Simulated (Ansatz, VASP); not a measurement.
# SrTiSe3: VASP beside Ansatz, part 2 of 3

Wanted: the spread between two codes on one cell, functional and k mesh. The cell is generated by rule, not measured, and may not be a known phase. The cell is taken from a series of runs on this material, whose earlier steps may have relaxed, scaled, displaced or heated it; both programs get it as it stands.

VASP 6.6.1 and Ansatz 0.2.0.

So far: Starting point; VASP: zone-centre phonons, LDA.

## Step 2: VASP: zone-centre phonons, LDA (continued)

Level of this step: LDA, no spin polarisation; plane waves and PAW (Sr_sv, Ti_sv, Se); invented cell (VASP).

Parts of OUTCAR (step 2):

```text
ion  position               nearest neighbor table
   1  0.000  0.000  0.000-   3 3.46   4 3.46   5 3.46   3 3.46   4 3.46   3 3.46   5 3.46   3 3.46
                             4 3.46   5 3.46   4 3.46   5 3.46
   2  0.500  0.500  0.500-   3 2.45   4 2.45   5 2.45   5 2.45   4 2.45   3 2.45
   3  0.000  0.500  0.500-   2 2.45   2 2.45   1 3.46   1 3.46   1 3.46   1 3.46
   4  0.500  0.000  0.500-   2 2.45   2 2.45   1 3.46   1 3.46   1 3.46   1 3.46
   5  0.500  0.500  0.000-   2 2.45   2 2.45   1 3.46   1 3.46   1 3.46   1 3.46

  LATTYP: Found a simple cubic cell.
 ALAT       =     4.8995281690

 Subroutine GETGRP returns: Found 48 space group operations
 (whereof 48 operations were pure point group operations)

The static configuration has the point symmetry O_h .

 Found     20 irreducible k-points:

   k-points           NKPTS =     20   k-points in BZ     NKDIM =     20   number of bands    NBANDS=     26

   dimension x,y,z NGX =    36 NGY =   36 NGZ =   36
   dimension x,y,z NGXF=    72 NGYF=   72 NGZF=   72

   ENCUT  =  500.0 eV  36.75 Ry    6.06 a.u.   8.93  8.93  8.93*2*pi/ulx,y,z

   NELECT =      40.0000    total number of electrons

 k-points in reciprocal lattice and weights: Automatic mesh
   0.00000000  0.00000000  0.00000000       0.005
   0.16666667  0.00000000  0.00000000       0.028
   0.33333333  0.00000000  0.00000000       0.028
   0.50000000  0.00000000  0.00000000       0.014
   0.16666667  0.16666667  0.00000000       0.056
   0.33333333  0.16666667  0.00000000       0.111
   0.50000000  0.16666667  0.00000000       0.056
   0.33333333  0.33333333  0.00000000       0.056
   0.50000000  0.33333333  0.00000000       0.056
[...]
0.50000000  0.50000000  0.33333333       0.028
   0.50000000  0.50000000  0.50000000       0.005

 average (electrostatic) potential at core
       1 -36.9111       2 -77.0950       3 -59.4409       4 -59.4409       5 -59.4409

  Total        0.1739044      0.1739044      0.1739044     -0.0000000     -0.0000000      0.0000000
  in kB        2.3689638      2.3689638      2.3689638     -0.0000000     -0.0000000      0.0000000
  external PRESSURE =       2.3689638 kB  Pullay stress =       0.0000000 kB

  energy-cutoff  :      500.00
  volume of cell :      117.62
      direct lattice vectors                 reciprocal lattice vectors
     4.899528169  0.000000000  0.000000000     0.204101286  0.000000000  0.000000000
     0.000000000  4.899528169  0.000000000     0.000000000  0.204101286  0.000000000
     0.000000000  0.000000000  4.899528169     0.000000000  0.000000000  0.204101286

 POSITION                                       TOTAL-FORCE (eV/Angst)
 -----------------------------------------------------------------------------------
      0.00000      0.00000      0.00000         0.000000      0.000000      0.000000
      2.44976      2.44976      2.44976         0.000000      0.000000      0.000000
      0.00000      2.44976      2.44976         0.000000      0.000000      0.000000
      2.44976      0.00000      2.44976         0.000000      0.000000      0.000000
      2.44976      2.44976      0.00000         0.000000      0.000000      0.000000
 -----------------------------------------------------------------------------------
    total drift:                                0.000000      0.000000      0.000000

 Eigenvectors and eigenvalues of the dynamical matrix
 ----------------------------------------------------

   1 f  =    8.142956 THz    51.163700 2PiTHz  271.619769 cm-1    33.676544 meV
             X         Y         Z           dx          dy          dz
      0.000000  0.000000  0.000000    -0.002840    0.000031    0.000000
      2.449764  2.449764  2.449764    -0.585501    0.006449   -0.000000
      0.000000  2.449764  2.449764     0.778415    0.001761    0.000000
      2.449764  0.000000  2.449764    -0.159891   -0.008573   -0.000000
      2.449764  2.449764  0.000000    -0.159891    0.001761   -0.000000

   2 f  =    8.142956 THz    51.163700 2PiTHz  271.619769 cm-1    33.676544 meV
             X         Y         Z           dx          dy          dz
      0.000000  0.000000  0.000000    -0.000031   -0.002840   -0.000000
      2.449764  2.449764  2.449764    -0.006449   -0.585501    0.000000
      0.000000  2.449764  2.449764     0.008573   -0.159891    0.000000
      2.449764  0.000000  2.449764    -0.001761    0.778415    0.000000
      2.449764  2.449764  0.000000    -0.001761   -0.159891    0.000000

   3 f  =    8.142956 THz    51.163700 2PiTHz  271.619769 cm-1    33.676544 meV
             X         Y         Z           dx          dy          dz
      0.000000  0.000000  0.000000     0.000000    0.000000   -0.002840
      2.449764  2.449764  2.449764     0.000000    0.000000   -0.585536
      0.000000  2.449764  2.449764    -0.000000    0.000000   -0.159900
      2.449764  0.000000  2.449764     0.000000   -0.000000   -0.159900
      2.449764  2.449764  0.000000     0.000000    0.000000    0.778462

   4 f  =    2.040439 THz    12.820459 2PiTHz   68.061734 cm-1     8.438576 meV
             X         Y         Z           dx          dy          dz
      0.000000  0.000000  0.000000    -0.024205   -0.062125   -0.057096
      2.449764  2.449764  2.449764    -0.190339   -0.488517   -0.448975
      0.000000  2.449764  2.449764    -0.092365    0.317945    0.292209
      2.449764  0.000000  2.449764     0.123880   -0.237060    0.292209
      2.449764  2.449764  0.000000     0.123880    0.317945   -0.217871

   5 f  =    2.040439 THz    12.820459 2PiTHz   68.061734 cm-1     8.438576 meV
             X         Y         Z           dx          dy          dz
      0.000000  0.000000  0.000000     0.081378   -0.032883    0.001280
      2.449764  2.449764  2.449764     0.639916   -0.258578    0.010064
      0.000000  2.449764  2.449764     0.310528    0.168292   -0.006550
      2.449764  0.000000  2.449764    -0.416481   -0.125478   -0.006550
      2.449764  2.449764  0.000000    -0.416481    0.168292    0.004884

   6 f  =    2.040439 THz    12.820459 2PiTHz   68.061734 cm-1     8.438576 meV
             X         Y         Z           dx          dy          dz
      0.000000  0.000000  0.000000     0.022295    0.052579   -0.066662
      2.449764  2.449764  2.449764     0.175313    0.413455   -0.524191
      0.000000  2.449764  2.449764     0.085073   -0.269091    0.341163
      2.449764  0.000000  2.449764    -0.114100    0.200634    0.341163
      2.449764  2.449764  0.000000    -0.114100   -0.269091   -0.254371

   7 f  =    1.173288 THz     7.371984 2PiTHz   39.136663 cm-1     4.852326 meV
             X         Y         Z           dx          dy          dz
      0.000000  0.000000  0.000000    -0.000000    0.000000    0.000000
      2.449764  2.449764  2.449764     0.000000   -0.000000   -0.000000
      0.000000  2.449764  2.449764     0.000000    0.184854    0.497351
      2.449764  0.000000  2.449764     0.467409   -0.000000   -0.497351
      2.449764  2.449764  0.000000    -0.467409   -0.184854   -0.000000

   8 f  =    1.173288 THz     7.371984 2PiTHz   39.136663 cm-1     4.852326 meV
             X         Y         Z           dx          dy          dz
      0.000000  0.000000  0.000000    -0.000000   -0.000000    0.000000
      2.449764  2.449764  2.449764    -0.000000   -0.000000   -0.000000
      0.000000  2.449764  2.449764    -0.000000   -0.492253   -0.238283
      2.449764  0.000000  2.449764     0.448228   -0.000000    0.238283
      2.449764  2.449764  0.000000    -0.448228    0.492253   -0.000000

   9 f  =    1.173288 THz     7.371984 2PiTHz   39.136663 cm-1     4.852326 meV
             X         Y         Z           dx          dy          dz
      0.000000  0.000000  0.000000    -0.000000    0.000000   -0.000000
      2.449764  2.449764  2.449764    -0.000000    0.000000   -0.000000
      0.000000  2.449764  2.449764    -0.000000    0.472775   -0.442564
      2.449764  0.000000  2.449764     0.283939    0.000000    0.442564
      2.449764  2.449764  0.000000    -0.283939   -0.472775   -0.000000

  10 f  =    0.052399 THz     0.329234 2PiTHz    1.747852 cm-1     0.216706 meV
             X         Y         Z           dx          dy          dz
      0.000000  0.000000  0.000000     0.333104   -0.073714    0.002691
      2.449764  2.449764  2.449764     0.364788   -0.080726    0.002947
      0.000000  2.449764  2.449764     0.477174   -0.108585    0.003964
      2.449764  0.000000  2.449764     0.490679   -0.105596    0.003964
      2.449764  2.449764  0.000000     0.490679   -0.108585    0.003855

  11 f  =    0.052399 THz     0.329234 2PiTHz    1.747852 cm-1     0.216706 meV
             X         Y         Z           dx          dy          dz
      0.000000  0.000000  0.000000    -0.073762   -0.332783    0.014652
      2.449764  2.449764  2.449764    -0.080777   -0.364435    0.016046
      0.000000  2.449764  2.449764    -0.105664   -0.490205    0.021583
      2.449764  0.000000  2.449764    -0.108654   -0.476713    0.021583
      2.449764  2.449764  0.000000    -0.108654   -0.490205    0.020989

  12 f  =    0.052399 THz     0.329234 2PiTHz    1.747852 cm-1     0.216706 meV
             X         Y         Z           dx          dy          dz
      0.000000  0.000000  0.000000    -0.000541   -0.014888   -0.340849
      2.449764  2.449764  2.449764    -0.000592   -0.016304   -0.373268
      0.000000  2.449764  2.449764    -0.000775   -0.021930   -0.502086
      2.449764  0.000000  2.449764    -0.000796   -0.021326   -0.502086
      2.449764  2.449764  0.000000    -0.000796   -0.021930   -0.488267

  13 f/i=    0.521484 THz     3.276579 2PiTHz   17.394825 cm-1     2.156682 meV
             X         Y         Z           dx          dy          dz
      0.000000  0.000000  0.000000     0.910761   -0.214452    0.020293
      2.449764  2.449764  2.449764    -0.197279    0.046452   -0.004396
      0.000000  2.449764  2.449764    -0.201656    0.032437   -0.003069
      2.449764  0.000000  2.449764    -0.137756    0.047483   -0.003069
      2.449764  2.449764  0.000000    -0.137756    0.032437   -0.004493

  14 f/i=    0.521484 THz     3.276579 2PiTHz   17.394825 cm-1     2.156682 meV
             X         Y         Z           dx          dy          dz
      0.000000  0.000000  0.000000     0.214678    0.910892   -0.008754
      2.449764  2.449764  2.449764    -0.046501   -0.197308    0.001896
      0.000000  2.449764  2.449764    -0.047533   -0.137776    0.001324
      2.449764  0.000000  2.449764    -0.032471   -0.201685    0.001324
      2.449764  2.449764  0.000000    -0.032471   -0.137776    0.001938

  15 f/i=    0.521484 THz     3.276579 2PiTHz   17.394825 cm-1     2.156682 meV
             X         Y         Z           dx          dy          dz
      0.000000  0.000000  0.000000    -0.017745    0.013174    0.935627
      2.449764  2.449764  2.449764     0.003844   -0.002854   -0.202666
      0.000000  2.449764  2.449764     0.003929   -0.001993   -0.141518
      2.449764  0.000000  2.449764     0.002684   -0.002917   -0.141518
      2.449764  2.449764  0.000000     0.002684   -0.001993   -0.207162

 ELASTIC MODULI CONTR FROM IONIC RELAXATION (kBar)
 Direction    XX          YY          ZZ          XY          YZ          ZX
 --------------------------------------------------------------------------------
 XX           0.0000      0.0000      0.0000      0.0000      0.0000      0.0000
 YY           0.0000      0.0000      0.0000      0.0000      0.0000      0.0000
 ZZ           0.0000      0.0000      0.0000      0.0000      0.0000      0.0000
 XY           0.0000      0.0000      0.0000      0.0000      0.0000      0.0000
 YZ           0.0000      0.0000      0.0000      0.0000      0.0000      0.0000
 ZX           0.0000      0.0000      0.0000      0.0000      0.0000      0.0000
 --------------------------------------------------------------------------------
```

(Part 2 of 3 ends here.)

[Lines on the potential files, build, host, timing and source positions are cut from VASP's logs without a mark.]

[Logs are printed without paths, hosts, clocks, repeated set-up lines and the standing remarks that a program may print on its own settings, such as how far it seeks lower states.]

[Hosts, paths, dates, database ids (printed as entryN), source tags and the programs' standing remarks are cut or masked in the printed files.]
